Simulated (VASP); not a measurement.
```yaml
crystal:
  lattice:
    - [-2.57925, 2.57925, 2.57925]
    - [2.57925, -2.57925, 2.57925]
    - [2.57925, 2.57925, -2.57925]
  atoms:
    - { symbol: K, position: [0.00000, 0.00000, 0.00000] }
```

These are optB88-vdW, VASP's PBE PAW potentials (set 64) (plane waves; VASP) values and carry that method's errors. Settings: 520 eV cut-off, 11×11×11 Γ-centred mesh, tetrahedra with Blöchl corrections, potentials K_sv.

Problem. Predict the energy per atom (σ→0), band gap (on the k-mesh) with the smallest direct gap where there is one.

Solution. 
```
Property                                                    Result
------------------------  ----------------------------------------
band gap (on the k-mesh)  none (metal, semimetal or under 0.01 eV)
energy per atom (σ→0)                                1213 meV/atom
```

The compound is K in the bcc structure. It was relaxed first, which changed the volume by -7 %.
